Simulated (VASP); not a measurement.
**Y: transverse stress against strain**

Y (hcp, P6_3/mmc, 32.679 Å³/atom and stress up to 0.23 GPa in the relaxed cell, c along z) under an equal strain ε along x and y, with z held. PBE in VASP (plane waves, PAW), 480 eV, 18×18×8 Γ-centred mesh, Methfessel-Paxton smearing 0.10 eV; ions are relaxed, or left where forces stay under 0.02 eV/Å, within the symmetry of each cell. Stress is positive for a compressed cell.

Here s stands for strain and y for stress zz.

```csv
strain (%),stress zz (GPa)
-3.00,?
-1.50,0.88
-1.00,0.66
-0.50,0.44
0.00,0.23
0.50,0.04
1.00,-0.16
1.50,-0.34
```

Using a straight line, estimate the missing y at s = -3.00 from the other rows, showing the fit.

Means: s 0, y 0.250. About the means, the sum of products is -2.8500 and the sum of squares of s is 7.0000; the slope is their ratio. Least squares gives y = 0.250 - 0.4071·s. Residuals (row less fit): 0.019, 0.003, -0.014, -0.020, -0.006, -0.003, 0.021; standard error 0.017 (degrees of freedom: 5). The slope gives the elastic constant 2C13 = about 41 GPa. At the withheld row, y = 0.250 - 0.4071 × (-3.0) = 1.471 GPa. The calculation gives 1.67 GPa, 0.199 GPa above the prediction (9.9 % of the range of y in the table). The row lies outside the fitted rows, so this is an extrapolation. From the scatter of the fitted rows alone, a prediction at this place has a standard error of 0.026 GPa, so the miss is 7.7 times that.

A polynomial of degree 2 through the 12 other runs of the series gives 1.63 there, so most of the miss is curvature that the fit leaves out. In a metal these values are sensitive to mesh and smearing; energies are taken to zero smearing, stresses follow the free energy. The runs aren't spin-polarised. Rows are the converged runs of the series near zero and its far end, less any whose ions stayed unrelaxed beside relaxed ones; series whose fitted rows scatter by over a few per cent of the range, as at a crossing or softening among them, aren't shown in this form. Most that stay on the fit to the last digits aren't either.
